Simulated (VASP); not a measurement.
```yaml
crystal:
  lattice:
    - [4.60972, 0.00000, 0.00000]
    - [0.00000, 4.60972, 0.00000]
    - [0.00000, 0.00000, 2.95874]
  atoms:
    - { symbol: Ti, position: [0.00000, 0.00000, 0.00000] }
    - { symbol: Ti, position: [0.50000, 0.50000, 0.50000] }
    - { symbol: O, position: [0.30431, 0.30431, 0.00000] }
    - { symbol: O, position: [0.19569, 0.80431, 0.50000] }
    - { symbol: O, position: [0.69569, 0.69569, 0.00000] }
    - { symbol: O, position: [0.80431, 0.19569, 0.50000] }
```

Method: PBE GGA with D3 dispersion (Becke-Johnson damping), VASP's PBE PAW potentials (set 64) (plane waves; VASP 6.6.1). Numerical set-up: 520 eV cut-off, 6×6×8 Γ-centred mesh, tetrahedra with Blöchl corrections, potentials Ti_sv O.

Q: What does the run give for the energy per atom (σ→0), band gap (on the k-mesh) with the smallest direct gap where there is one?

A: 
The band gap (on the k-mesh) is 1.83 eV and the smallest direct gap (on the k-mesh) comes out as 1.83 eV. The energy per atom (σ→0) is -9.190 eV/atom.

Total energies compare only between runs with the same potentials, cut-off and functional.

The structure comes from a measured TiO2 entry (P4_2/mnm) of the Crystallography Open Database, whose conditions weren't checked. It was relaxed first.
